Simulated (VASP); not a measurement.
Set up this calculation in VASP 6.6.1, as the native input.

```yaml
Task: relaxation of cell and atoms
Functional: PBEsol
Potentials_or_basis: VASP PAW PBE potentials, release 64 (Rh_pv)
Cutoff: 600 eV
k_mesh: 16 × 16 × 16
Occupations: methfessel-paxton, width 0.1 eV
Spin: no spin polarisation
Further_INCAR_settings: ALGO = Normal; EDIFF = 1e-07; IBRION = 2; EDIFFG = -0.005; NSW = 90; ISIF = 3
```

The structure of Rh lies in POSCAR:

```
Rh                                      
1.0
   -0.0000000000      1.8897137200      1.8897137200
    1.8897137200      0.0000000000      1.8897137200
    1.8897137200      1.8897137200     -0.0000000000
  Rh            
     1
Direct
     0.0000000000000000    0.0000000000000000    0.0000000000000000
```

These files were run (other wordings do the same):

INCAR

```
SYSTEM = Rh
PREC = Accurate
ENCUT = 600
EDIFF = 1E-7
ISMEAR = 1
SIGMA = 0.1
LREAL = .False.
LASPH = .True.
NELM = 80
ALGO = Normal
ISIF = 3
LWAVE = .False.
LCHARG = .False.
GGA = PS
IBRION = 2
NSW = 90
EDIFFG = -0.005
KPAR = 2
```

KPOINTS

```
Automatic mesh
0
Gamma
  16 16 16
  0 0 0
```

Potentials or basis: VASP PAW PBE potentials, release 64 (Rh_pv).

The run is started by

```console
$ cat potpaw_PBE.64/Rh_pv/POTCAR > POTCAR
$ mpirun -np 2 vasp_std > vasp.out
```

Results of the run:

```json
{"Pressure after relaxing": "0.0 GPa", "Band gap on the k mesh": "none (metal or under the smearing width)"}
```

Caveat: the relaxation stopped at its first step, so nothing moved; the PAW data sets were made with another functional, which shifts forces and pressure a little.

Wall time 6.9 s on 2 MPI ranks on Intel(R) Xeon(R) Platinum 8559C (Emerald Rapids), with other jobs on the host, peak memory 0.15 GiB a rank.
